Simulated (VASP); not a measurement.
Consider the following.

```xyz
6
Lattice="4.5458 0.0000 0.0000 0.0000 4.5458 0.0000 0.0000 0.0000 3.1460" Properties=species:S:1:pos:R:3 pbc="T T T"
Sn     0.0000     0.0000     0.0000
Sn     2.2729     2.2729     1.5730
O      1.3880     1.3880     0.0000
O      3.6609     0.8849     1.5730
O      0.8849     3.6609     1.5730
O      3.1578     3.1578     0.0000
```

Level of theory: PBEsol GGA, VASP's PBE PAW potentials (set 64) (plane waves; VASP 6.6.1). Settings: 620 eV cut-off, 5×5×7 Γ-centred mesh, Gaussian smearing of 0.050 eV, potentials Sn_d O.

Unless said otherwise, spin-orbit coupling is left out, though it shifts the bands of the heavy elements here.

Q: Estimate the energy per atom (σ→0), pressure, band gap (on the k-mesh) with the smallest direct gap where there is one.

A: 
```yaml
band gap (on the k-mesh): 2.25 eV
smallest direct gap (on the k-mesh): 2.25 eV
energy per atom (σ→0): -6.496 eV/atom
pressure: 300.2 kbar
```

The compound is SnO2 in the rutile structure. It was relaxed first under an external pressure of 30 GPa.
